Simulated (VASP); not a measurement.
Input:

```
VO
1.0
    2.69580     0.00000     0.00000
   -1.34790     2.33463     0.00000
    0.00000     0.00000     6.15864
V O
2 2
Direct
  0.33333   0.66667   0.03370
  0.66667   0.33333   0.53370
  0.33333   0.66667   0.34130
  0.66667   0.33333   0.84130
```

Method: LDA (Ceperley-Alder, Perdew-Zunger), VASP's LDA PAW potentials (set 64) (plane waves; VASP). Run with 520 eV cut-off, Gaussian smearing of 0.050 eV, potentials V_sv O.

Q: Give the energies of bands 12 to 22 at the high-symmetry points, in eV from the Fermi level.

A: 
```json
[
 {"band": "12", "Γ": "-7.42", "M": "-7.86", "K": "-6.96", "A": "-7.87", "L": "-8.00", "H": "-7.37"},
 {"band": "13", "Γ": "-4.98", "M": "-6.61", "K": "-6.96", "A": "-4.71", "L": "-6.70", "H": "-7.00"},
 {"band": "14", "Γ": "-4.98", "M": "-6.49", "K": "-6.83", "A": "-4.71", "L": "-6.70", "H": "-7.00"},
 {"band": "15", "Γ": "-4.39", "M": "-5.66", "K": "-6.01", "A": "-4.71", "L": "-5.18", "H": "-5.93"},
 {"band": "16", "Γ": "-4.39", "M": "-4.58", "K": "-6.01", "A": "-4.71", "L": "-5.18", "H": "-5.93"},
 {"band": "17", "Γ": "-1.76", "M": "-2.42", "K": "-0.93", "A": "-1.22", "L": "-1.72", "H": "-0.86"},
 {"band": "18", "Γ": "-1.17", "M": "-1.02", "K": "-0.77", "A": "-1.22", "L": "-1.72", "H": "-0.86"},
 {"band": "19", "Γ": "0.08", "M": "0.11", "K": "-0.19", "A": "0.35", "L": "0.65", "H": "-0.30"},
 {"band": "20", "Γ": "0.08", "M": "0.98", "K": "-0.19", "A": "0.35", "L": "0.65", "H": "-0.30"},
 {"band": "21", "Γ": "0.84", "M": "1.35", "K": "0.79", "A": "0.35", "L": "2.13", "H": "1.96"},
 {"band": "22", "Γ": "0.84", "M": "2.33", "K": "2.01", "A": "0.35", "L": "2.13", "H": "1.96"}
]
```

It has no gap at this level: it comes out as a metal or semimetal.

The structure was generated: VO was put into the wurtzite type (P6_3mc), which need not be its known phase. It was relaxed first, which changed the volume by -40 %. The run is not spin-polarised, so no magnetic state was tried.
